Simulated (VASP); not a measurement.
# B2Ir2Os (I4/mmm) in VASP: a series of runs

Runs on B2Ir2Os. Level: r2SCAN. Tasks: single point, relaxation of the atoms.

All numbers are computed with VASP 6.6.1; they aren't measurements. Logs are shortened: lines on timing, memory, paths and dates and some standing lists are left out, and cuts for length are marked.

### Step 1. Starting point

It takes space group I4/mmm (No. 139, tetragonal). Conventional cell: a = 3.452 Å, b = 3.452 Å, c = 10.006 Å, α = 90.00°, β = 90.00°, γ = 90.00°. Ir (site symmetry -4m2) is surrounded by 4 B at 2.25 Å and 4 Ir at 2.44 Å. B (site symmetry 4mm) is surrounded by 1 B at 2.11 Å and 4 Ir at 2.25 Å. Os (site symmetry 4/mmm) is surrounded by 8 B at 2.66 Å and 8 Ir at 3.04 Å.

The cell was built by a generator and needn't be a form met in nature.

### Step 2. Single point, r2SCAN

File POSCAR:

```
B2Ir2Os
1.0
    0.0000000000      3.4516460000      0.0000000000
    3.4516460000      0.0000000000      0.0000000000
    1.7258230000      1.7258230000     -5.0029140000
Ir B Os
2 2 1
Direct
    0.7500000000      0.2500000000      0.5000000000
    0.2500000000      0.7500000000      0.5000000000
    0.3947607734      0.3947607734      0.2104784532
    0.6052392266      0.6052392266      0.7895215468
    0.0000000000      0.0000000000      0.0000000000
```

File INCAR.step1:

```
SYSTEM = B2Ir2Os
PREC     = Accurate       ! precision mode
ENCUT    = 520            ! plane-wave cutoff, eV
ISMEAR   = -1             ! smearing method
SIGMA    = 0.0128         ! smearing width, eV
LREAL    = .FALSE.        ! projectors in reciprocal space
LASPH    = .TRUE.         ! aspherical terms in the spheres
NELM     = 100            ! most SCF steps
NBANDS   = 24             ! bands
GGA      = PE             ! functional
ALGO     = Normal         ! electronic algorithm
EDIFF    = 1E-4           ! SCF threshold, eV
LWAVE    = .TRUE.         ! write WAVECAR
LCHARG   = .FALSE.        ! write CHGCAR
```

File INCAR.step2:

```
SYSTEM = B2Ir2Os
PREC     = Accurate       ! precision mode
ENCUT    = 520            ! plane-wave cutoff, eV
EDIFF    = 1E-6           ! SCF threshold, eV
ISMEAR   = -1             ! smearing method
SIGMA    = 0.0128         ! smearing width, eV
LREAL    = .FALSE.        ! projectors in reciprocal space
LASPH    = .TRUE.         ! aspherical terms in the spheres
NELM     = 100            ! most SCF steps
ALGO     = Normal         ! electronic algorithm
ISIF     = 2              ! what is computed and relaxed
LWAVE    = .FALSE.        ! write WAVECAR
LCHARG   = .TRUE.         ! write CHGCAR
METAGGA  = R2SCAN         ! meta-GGA
LMIXTAU  = .TRUE.       
LELF     = .TRUE.         ! ELF
LVHAR    = .TRUE.       
NBANDS   = 24             ! bands
ISTART   = 1
```

File KPOINTS:

```
Automatic mesh
0
G
  6 6 6
  0 0 0
```

Potentials or basis: VASP PAW PBE potentials, release 64 (Ir, B, Os).

Launch:

```bash
$ cat potpaw_PBE.64/Ir/POTCAR potpaw_PBE.64/B/POTCAR potpaw_PBE.64/Os/POTCAR > POTCAR
$ cp INCAR.step1 INCAR
$ mpirun -np 1 vasp_std > vasp.out
$ cp INCAR.step2 INCAR
$ mpirun -np 1 vasp_std > vasp.out
```

OUTCAR:

```text
SYSTEM = B2Ir2Os
   PREC = Accurate
   ENCUT = 520
   EDIFF = 1E-6
   ISMEAR = -1
   LREAL = .FALSE.
   LASPH = .TRUE.
   NELM = 100
   ISIF = 2
   METAGGA = R2SCAN
   ISTART = 1

 ion  position               nearest neighbor table
   1  0.750  0.250  0.500-   3 2.25   3 2.25   4 2.25   4 2.25   2 2.44   2 2.44   2 2.44   2 2.44
                             5 3.04   5 3.04   5 3.04   5 3.04
   2  0.250  0.750  0.500-   3 2.25   3 2.25   4 2.25   4 2.25   1 2.44   1 2.44   1 2.44   1 2.44
                             5 3.04   5 3.04   5 3.04   5 3.04
   3  0.395  0.395  0.210-   4 2.11   2 2.25   1 2.25   2 2.25   1 2.25   5 2.66   5 2.66   5 2.66
                             5 2.66
   4  0.605  0.605  0.790-   3 2.11   1 2.25   1 2.25   2 2.25   2 2.25   5 2.66   5 2.66   5 2.66
                             5 2.66
   5  0.000  0.000  0.000-   4 2.66   4 2.66   4 2.66   3 2.66   4 2.66   3 2.66   3 2.66   3 2.66
                             2 3.04   1 3.04   2 3.04   1 3.04   1 3.04   2 3.04   2 3.04   1 3.04

  LATTYP: Found a body centered tetragonal cell.
 ALAT       =     3.4516460000
 C/A-ratio  =     2.8988569511

  Lattice vectors:

 A1 = (  -1.7258230000,   1.7258230000,   5.0029140000)
 A2 = (   1.7258230000,  -1.7258230000,   5.0029140000)
 A3 = (   1.7258230000,   1.7258230000,  -5.0029140000)

Analysis of symmetry for initial positions (statically):
=====================================================================
 Subroutine PRICEL returns:
 Original cell was already a primitive cell.

 Routine SETGRP: Setting up the symmetry group for a
 body centered tetragonal supercell.

 Subroutine GETGRP returns: Found 16 space group operations
 (whereof 16 operations were pure point group operations)
 out of a pool of 16 trial point group operations.

The static configuration has the point symmetry D_4h.

Analysis of symmetry for dynamics (positions and initial velocities):
=====================================================================
 Subroutine PRICEL returns:
 Original cell was already a primitive cell.

 Routine SETGRP: Setting up the symmetry group for a
 body centered tetragonal supercell.

 Subroutine GETGRP returns: Found 16 space group operations
 (whereof 16 operations were pure point group operations)
 out of a pool of 16 trial point group operations.

The dynamic configuration has the point symmetry D_4h.

 Subroutine INISYM returns: Found 16 space group operations
 (whereof 16 operations are pure point group operations),
 and found     1 'primitive' translations

----------------------------------------------------------------------------------------

                                     Primitive cell

  volume of cell :      59.6040

  direct lattice vectors                    reciprocal lattice vectors
     0.000000000  3.451646000  0.000000000     0.000000000  0.289716848  0.099941754
     3.451646000  0.000000000  0.000000000     0.289716848  0.000000000  0.099941754
     1.725823000  1.725823000 -5.002914000     0.000000000  0.000000000 -0.199883508

  length of vectors
     3.451646000  3.451646000  5.566514039     0.306470563  0.306470563  0.199883508

  position of ions in fractional coordinates (direct lattice)
     0.750000000  0.250000000  0.500000000
     0.250000000  0.750000000  0.500000000
     0.394760773  0.394760773  0.210478453
     0.605239227  0.605239227  0.789521547
     0.000000000  0.000000000  0.000000000

  ion indices of the primitive-cell ions
   primitive index   ion index
                 1           1
                 2           2
                 3           3
                 4           4
                 5           5

----------------------------------------------------------------------------------------

 KPOINTS: Automatic mesh

Automatic generation of k-mesh.
 Grid dimensions read from file:
 generate k-points for:    6    6    6

 Generating k-lattice:

  Cartesian coordinates                     Fractional coordinates (reciprocal lattice)
     0.000000000  0.048286141  0.016656959     0.166666667  0.000000000  0.000000000
     0.048286141  0.000000000  0.016656959     0.000000000  0.166666667  0.000000000
     0.000000000  0.000000000 -0.033313918     0.000000000  0.000000000  0.166666667

  Length of vectors
     0.051078427  0.051078427  0.033313918

  Shift w.r.t. Gamma in fractional coordinates (k-lattice)
     0.000000000  0.000000000  0.000000000

 Subroutine IBZKPT returns following result:
 ===========================================

 Found     30 irreducible k-points:

 Following reciprocal coordinates:
            Coordinates               Weight
  0.000000  0.000000  0.000000      1.000000
  0.166667  0.000000  0.000000      8.000000
  0.333333  0.000000  0.000000      8.000000
  0.500000  0.000000  0.000000      4.000000
  0.166667  0.166667  0.000000      8.000000
  0.333333  0.166667  0.000000     16.000000
[... 16 lines left out ...]
 -0.333333 -0.333333  0.166667      4.000000
 -0.166667 -0.333333  0.166667     16.000000
 [... further k-points ...]
   k-points           NKPTS =     30   k-points in BZ     NKDIM =     30   number of bands    NBANDS=     24
   number of dos      NEDOS =    301   number of ions     NIONS =      5
   total plane-waves  NPLWV =  32928
   dimension x,y,z NGX =    28 NGY =   28 NGZ =   42
   dimension x,y,z NGXF=    56 NGYF=   56 NGZF=   84
   ions per type =               2   2   1
   NGX,Y,Z   is equivalent  to a cutoff of  13.49, 13.49, 12.54 a.u.
   NGXF,Y,Z  is equivalent  to a cutoff of  26.97, 26.97, 25.09 a.u.
 SYSTEM =  B2Ir2Os
   PREC   = accura    normal or accurate (medium, high low for compatibility)
   ISTART =      1    job   : 0-new  1-cont  2-samecut
   ICHARG =      0    charge: 1-file 2-atom 10-const
   ISPIN  =      1    spin polarized calculation?
   LNONCOLLINEAR =      F non collinear calculations
   LSORBIT =      F    spin-orbit coupling
   LASPH  =      T    aspherical Exc in radial PAW
   ENCUT  =  520.0 eV  38.22 Ry    6.18 a.u.   6.42  6.42 10.35*2*pi/ulx,y,z
   NELM   =    100;   NELMIN=  2; NELMDL=  0     # of ELM steps
   EDIFF  = 0.1E-05   stopping-criterion for ELM
   LREAL  =      F    real-space projection
   EDIFFG = 0.1E-04   stopping-criterion for IOM
   NSW    =      0    number of steps for IOM
   IBRION =     -1    ionic relax: 0-MD 1-quasi-New 2-CG
   NFREE  =      0    steps in history (QN), initial steepest desc. (CG)
   ISIF   =      2    stress and relaxation
   ISYM   =      2    0-nonsym 1-usesym 2-fastsym
   POTIM  = 0.5000    time-step for ionic-motion
   TEBEG  =    0.0;   TEEND  =   0.0 temperature during run
   PSTRESS=    0.0 pullay stress
   NELECT =      32.0000    total number of electrons
   NUPDOWN=      -1.0000    fix difference up-down
   EMIN   =  10.00;   EMAX   =-10.00  energy-range for DOS
   EFERMI =   0.00;   METHOD = LEGACY
   ISMEAR =    -1;   SIGMA  =   0.01  broadening in eV -4-tet -1-fermi 0-gaus
   EFERMI_NEDOS =   21; number of points for ismear=-14 and -15
   IALGO  =     38    algorithm
   IMIX   =      4    mixing-type and parameters
     AMIX     =   0.40;   BMIX     =  1.00
     AMIX_MAG =   1.60;   BMIX_MAG =  1.00
  volume/ion in A,a.u.               =      11.92        80.45
  Fermi-wavevector in a.u.,A,eV,Ry     =   1.330555  2.514385 24.087452  1.770378
  Thomas-Fermi vector in A             =   2.459633
   LORBIT       =      0    0 simple, 1 ext, 2 COOP (PROOUT), +10 PAW based schemes
   METAGGA = R2SCAN    functional components
   LHFCALC =     F    Hartree Fock is set to
   AEXX    =    0.0000 exact exchange contribution
   IVDW    =     0    specifies the selected vdW correction
   LEPSILON=     F    determine dielectric tensor
   LRPA    =     F    only Hartree local field effects (RPA)
 non-spin polarized calculation
  energy-cutoff  :      520.00
  volume of cell :       59.60
 maximum number of plane-waves:      1623
 NGX is ok and might be reduce to    28
   NGX = 13   NGY = 13   NGZ = 21

 number of electron      32.0000001 magnetization

 Free energy of the ion-electron system (eV)
  ---------------------------------------------------
  ext. energy  EPLUGINS =         0.00000000
  ---------------------------------------------------
  free energy    TOTEN  =      -168.19218428 eV

  energy without entropy =     -168.18954634  energy(sigma->0) =     -168.19086531

 E-fermi :   8.5247     XC(G=0): -14.3312

 val. band max:        8.5055467910   @ k =   0.5000   0.0000   0.0000
 cond. band min:       8.5309512434   @ k =   0.3333   0.0000   0.0000
 fundamental gap:      0.0254044525
 Fermi energy:         8.5246653038

 k-point     1 :       0.0000    0.0000    0.0000
  band No.  band energies     occupation
      1      -4.5970      2.00000
      2      -1.4884      2.00000
      3      -0.5320      2.00000
      4       0.8744      2.00000
      5       2.1622      2.00000
      6       2.1622      2.00000
[... 16 lines left out ...]
     23      13.0984      0.00000
     24      16.1085      0.00000

 k-point     2 :       0.1667    0.0000    0.0000
  band No.  band energies     occupation
      1      -4.1174      2.00000
      2      -1.2379      2.00000
      3      -0.0433      2.00000
      4       1.2717      2.00000
      5       1.7839      2.00000
      6       2.3650      2.00000
[... 16 lines left out ...]
     23      14.0521      0.00000
     24      16.2981      0.00000

 k-point     3 :       0.3333    0.0000    0.0000
  band No.  band energies     occupation
      1      -2.8629      2.00000
      2      -0.8474      2.00000
      3       1.0428      2.00000
      4       1.3605      2.00000
      5       2.2955      2.00000
      6       2.7300      2.00000
[... 16 lines left out ...]
     23      15.0158      0.00000
     24      15.6933      0.00000
[... 514 lines left out ...]
 k-point    23 :      -0.3333   -0.3333    0.1667
  band No.  band energies     occupation
      1      -1.7056      2.00000
      2      -1.1440      2.00000
      3       0.9383      2.00000
      4       1.9985      2.00000
      5       2.5416      2.00000
      6       2.8225      2.00000
[... 16 lines left out ...]
     23      14.9743      0.00000
     24      15.2417      0.00000

 k-point    24 :      -0.1667   -0.3333    0.1667
  band No.  band energies     occupation
      1      -2.0353      2.00000
      2      -1.4527      2.00000
      3       1.1920      2.00000
      4       1.3607      2.00000
      5       2.5234      2.00000
      6       2.8280      2.00000
[... 16 lines left out ...]
     23      15.1545      0.00000
     24      15.7884      0.00000

 [... further k-points ...]

------------------------ aborting loop because EDIFF is reached ----------------------------------------

  FORCE on cell =-STRESS in cart. coord.  units (eV):
  Direction    XX          YY          ZZ          XY          YZ          ZX
  --------------------------------------------------------------------------------------
  -------------------------------------------------------------------------------------
  Total        8.9903056      8.9903056    -13.2995743      0.0000000      0.0000000      0.0000000
  in kB      241.6626329    241.6626329   -357.4973178      0.0000000      0.0000000      0.0000000
  external PRESSURE =      41.9426493 kB  Pullay stress =       0.0000000 kB

 VOLUME and BASIS-vectors are now :
 -----------------------------------------------------------------------------
  energy-cutoff  :      520.00
  volume of cell :       59.60
      direct lattice vectors                 reciprocal lattice vectors
     0.000000000  3.451646000  0.000000000     0.000000000  0.289716848  0.099941754
     3.451646000  0.000000000  0.000000000     0.289716848  0.000000000  0.099941754
     1.725823000  1.725823000 -5.002914000     0.000000000  0.000000000 -0.199883508

 POSITION                                       TOTAL-FORCE (eV/Angst)
 -----------------------------------------------------------------------------------
      1.72582      3.45165     -2.50146         0.000000      0.000000     -0.000000
      3.45165      1.72582     -2.50146        -0.000000     -0.000000     -0.000000
      1.72582      1.72582     -1.05301         0.000000      0.000000      0.104839
      3.45165      3.45165     -3.94991        -0.000000     -0.000000     -0.104839
      0.00000      0.00000      0.00000        -0.000000      0.000000     -0.000000
 -----------------------------------------------------------------------------------
    total drift:                               -0.000000      0.000000     -0.000000

  FREE ENERGIE OF THE ION-ELECTRON SYSTEM (eV)
  ---------------------------------------------------
  free  energy   TOTEN  =      -168.1921842835 eV

  energy  without entropy=     -168.1895463422  energy(sigma->0) =     -168.19086531
```

It took 2.9 min on 1 thread of Intel Xeon Platinum 8259CL at 2.50GHz (Skylake/Cascade Lake), shared host; peak memory 0.21 GiB.

What came out:

| Property | Result |
| --- | --- |
| Free energy | -168.1922 eV |
| Pressure | 4.2 GPa |
| Largest force | 0.105 eV/Å |
| Band gap on the k mesh | none (metal or under the smearing width) |

Forces in eV/Å, atoms in the order of the input:
```
Ir   0.000  0.000  0.000
Ir   0.000  0.000  0.000
B    0.000  0.000  0.105
B    0.000  0.000 -0.105
Os   0.000  0.000  0.000
```

Stress tensor (GPa, compression positive):
```
 24.17   0.00   0.00
  0.00  24.17   0.00
  0.00   0.00 -35.75
```

Levels at points of the mesh, in eV from the Fermi level:
```tsv
k point	band 12	band 13	band 14	band 15	band 16	band 17	band 18	band 19
(0.00, 0.00, 0.00)	-1.60	-1.30	-1.30	-0.90	0.38	1.53	3.16	3.16
(0.50, 0.00, 0.00)	-2.90	-2.28	-2.25	-2.05	-0.38	-0.27	-0.02	2.69
(0.50, 0.50, 0.00)	-2.43	-1.88	-0.38	0.10	0.54	0.54	1.04	2.34
(0.00, 0.00, 0.50)	-0.98	-0.25	-0.25	0.18	0.67	0.67	1.53	2.86
```

Caveat: the PAW data sets were made with another functional, which shifts forces and pressure a little. Spin-orbit coupling is left out, which matters for the levels of Ir, Os.

### Step 3. Relaxation of the atoms, r2SCAN

POSCAR, as its differences from that of step 2:

```diff
@@ -10,4 +10,4 @@
     0.2500000000      0.7500000000      0.5000000000
-    0.3947607734      0.3947607734      0.2104784532
-    0.6052392266      0.6052392266      0.7895215468
+    0.3750000000      0.3750000000      0.2500000000
+    0.6250000000      0.6250000000      0.7500000000
     0.0000000000      0.0000000000      0.0000000000
```

File INCAR.step1:

```
SYSTEM = B2Ir2Os
ALGO = Normal
EDIFF = 1E-4
ENCUT = 520
GGA = PE
ISMEAR = -1
LASPH = .True.
LCHARG = .False.
LREAL = .False.
LWAVE = .True.
NELM = 100
PREC = Accurate
SIGMA = 0.0128
```

File INCAR.step2:

```
SYSTEM = B2Ir2Os
ALGO = Normal
EDIFF = 1E-7
EDIFFG = -0.03
ENCUT = 520
IBRION = 2
ISIF = 2
ISMEAR = -1
ISTART = 1
LASPH = .True.
LCHARG = .False.
LMIXTAU = .True.
LREAL = .False.
LWAVE = .False.
METAGGA = R2SCAN
NELM = 100
NSW = 60
PREC = Accurate
SIGMA = 0.0128
```

File KPOINTS:

```
k-points
0
Gamma
  6 6 6
  0 0 0
```

Potentials or basis: VASP PAW PBE potentials, release 64 (Ir, B, Os).

Launch:

```bash
$ cat potpaw_PBE.64/Ir/POTCAR potpaw_PBE.64/B/POTCAR potpaw_PBE.64/Os/POTCAR > POTCAR
$ cp INCAR.step1 INCAR
$ mpirun -np 1 vasp_std > vasp.out
$ cp INCAR.step2 INCAR
$ mpirun -np 1 vasp_std > vasp.out
```

OUTCAR:

```text
SYSTEM = B2Ir2Os
   EDIFF = 1E-7
   EDIFFG = -0.03
   ENCUT = 520
   IBRION = 2
   ISIF = 2
   ISMEAR = -1
   ISTART = 1
   LASPH = .True.
   LREAL = .False.
   METAGGA = R2SCAN
   NELM = 100
   NSW = 60
   PREC = Accurate

 ion  position               nearest neighbor table
   1  0.750  0.250  0.500-   3 2.13   3 2.13   4 2.13   4 2.13   2 2.44   2 2.44   2 2.44   2 2.44
                             5 3.04   5 3.04   5 3.04   5 3.04
   2  0.250  0.750  0.500-   3 2.13   3 2.13   4 2.13   4 2.13   1 2.44   1 2.44   1 2.44   1 2.44
                             5 3.04   5 3.04   5 3.04   5 3.04
   3  0.375  0.375  0.250-   1 2.13   2 2.13   2 2.13   1 2.13   5 2.74   5 2.74   5 2.74   5 2.74

   4  0.625  0.625  0.750-   2 2.13   1 2.13   1 2.13   2 2.13   5 2.74   5 2.74   5 2.74   5 2.74

[... 318 lines left out ...]
  ---------------------------------------------------
  free energy    TOTEN  =      -168.19366875 eV

  energy without entropy =     -168.19124053  energy(sigma->0) =     -168.19245464

 E-fermi :   8.5189     XC(G=0): -14.3340

 val. band max:        8.5161872142   @ k =  -0.1667   0.5000   0.1667
 cond. band min:       8.5360506429   @ k =   0.3333   0.0000   0.0000
 fundamental gap:      0.0198634287
 Fermi energy:         8.5189305419

 k-point     1 :       0.0000    0.0000    0.0000
  band No.  band energies     occupation
      1      -4.5896      2.00000
      2      -1.4212      2.00000
      3      -0.5468      2.00000
      4       0.8954      2.00000
      5       2.2025      2.00000
      6       2.2025      2.00000
[... 541 lines left out ...]
     19      10.7205      0.00000
     20      12.1004      0.00000

 [... further k-points ...]

------------------------ aborting loop because EDIFF is reached ----------------------------------------

  FORCE on cell =-STRESS in cart. coord.  units (eV):
  Direction    XX          YY          ZZ          XY          YZ          ZX
  --------------------------------------------------------------------------------------
  -------------------------------------------------------------------------------------
  Total        8.7603838      8.7603838    -13.6989895      0.0000000      0.0000000      0.0000000
  in kB      235.4822524    235.4822524   -368.2337410      0.0000000      0.0000000      0.0000000
  external PRESSURE =      34.2435880 kB  Pullay stress =       0.0000000 kB
[... 20 lines left out ...]
  FREE ENERGIE OF THE ION-ELECTRON SYSTEM (eV)
  ---------------------------------------------------
  free  energy   TOTEN  =      -168.1936687490 eV

  energy  without entropy=     -168.1912405302  energy(sigma->0) =     -168.19245464

 reached required accuracy - stopping structural energy minimisation
```

Wall time 9.4 min (1 thread of Intel Xeon Platinum 8259CL at 2.50GHz (Skylake/Cascade Lake), shared host); peak memory 0.22 GiB.

Results:

| Item | Value |
| --- | --- |
| Free energy | -168.1937 eV |
| Energy gained by relaxing | 57.8 meV/atom |
| Ionic steps | 4 |
| Pressure after relaxing | 3.4 GPa |
| Largest force after relaxing | 0.005 eV/Å |
| Band gap on the k mesh | none (metal or under the smearing width) |

Forces on the atoms (eV/Å):
```
Ir   0.000  0.000  0.000
Ir   0.000  0.000  0.000
B    0.000  0.000 -0.005
B    0.000  0.000  0.005
Os   0.000  0.000  0.000
```

The path:
```csv
step,energy change (eV),largest force (eV/Å),pressure (GPa)
1,0.0000,1.3378,18.87
2,-0.1426,0.9205,13.23
3,-0.2886,0.0380,3.73
4,-0.2888,0.0045,3.42
```

Final structure:
```
CELL_PARAMETERS angstrom
0.00000 3.45165 0.00000
3.45165 0.00000 0.00000
1.72582 1.72582 -5.00291
ATOMIC_POSITIONS crystal
Ir 0.75000 0.25000 0.50000
Ir 0.25000 0.75000 0.50000
B 0.39629 0.39629 0.20742
B 0.60371 0.60371 0.79258
Os 0.00000 0.00000 0.00000
```

Caveat: the PAW data sets were made with another functional, which shifts forces and pressure a little.
